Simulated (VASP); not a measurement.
An input for Quantum ESPRESSO's pw.x (written as the equivalent of a VASP run, and not itself run):

```
&CONTROL
  calculation = 'vc-relax'
  pseudo_dir = './pseudo'
  outdir = './out'
  tprnfor = .true.
  tstress = .true.
  nstep = 60
  forc_conv_thr = 0.00078
/
&SYSTEM
  ibrav = 0
  nat = 5
  ntyp = 3
  ecutwfc = 84
  occupations = 'smearing'
  smearing = 'methfessel-paxton'
  degauss = 0.00735
  input_dft = 'vdw-df2'
/
&ELECTRONS
  conv_thr = 7.3e-08
  electron_maxstep = 100
/
&IONS
/
&CELL
/
ATOMIC_SPECIES
  Sr 87.620 Sr.upf
  V 50.941 V.upf
  O 15.999 O.upf
CELL_PARAMETERS angstrom
     3.9239004    0.0000000    0.0000000
     0.0000000    3.9239004    0.0000000
     0.0000000   -0.0000000    3.9239004
ATOMIC_POSITIONS crystal
  Sr   0.0000000  0.0000000  0.0000000
  V    0.5000000  0.5000000  0.5000000
  O    0.5000000  0.0000000  0.5000000
  O    0.0000000  0.5000000  0.5000000
  O    0.5000000  0.5000000  0.0000000
K_POINTS automatic
  7 7 7 0 0 0
```

Q: Write the VASP files for the same calculation (vdW-DF2).

A: Several could match; the one computed here: 
File KPOINTS:
```
Automatic mesh
0
Gamma
7 7 7
0 0 0
```

INCAR:
```
AGGAC=0.0
ALGO=Normal
EDIFF=1E-6
EDIFFG=-0.02
ENCUT=520
GGA=ML
IBRION=2
ISIF=3
ISMEAR=1
LASPH=.True.
LCHARG=.False.
LMAXMIX=4
LREAL=.False.
LUSE_VDW=.True.
LWAVE=.False.
NELM=100
NSW=60
PREC=Accurate
SIGMA=0.1
SYSTEM=SrVO3
ZAB_VDW=-1.8867
```

File POSCAR:
```
SrVO3
1
    3.9239004457     0.0000000000     0.0000000000
    0.0000000000     3.9239004457     0.0000000000
    0.0000000000    -0.0000000000     3.9239004457
Sr V O
1 1 3
Direct
  0.0000000000   0.0000000000   0.0000000000
  0.5000000000   0.5000000000   0.5000000000
  0.5000000000   0.0000000000   0.5000000000
  0.0000000000   0.5000000000   0.5000000000
  0.5000000000   0.5000000000   0.0000000000
```

POTCAR, in this order: Sr_sv V_sv O (PBE.64 set). Program: vasp_std.

What does not carry over: the potentials are each code's own (VASP's PAW set, PseudoDojo norm-conserving files in pw.x), so ENCUT and ecutwfc are chosen apart and not converted; conv_thr bounds pw.x's estimated SCF error, while EDIFF bounds the energy change between steps; forc_conv_thr acts on force components and is met together with etot_conv_thr.

The compound is SrVO3 in the cubic perovskite structure. It was relaxed first, which changed the volume by +7 %. The start is the result of an earlier pass.
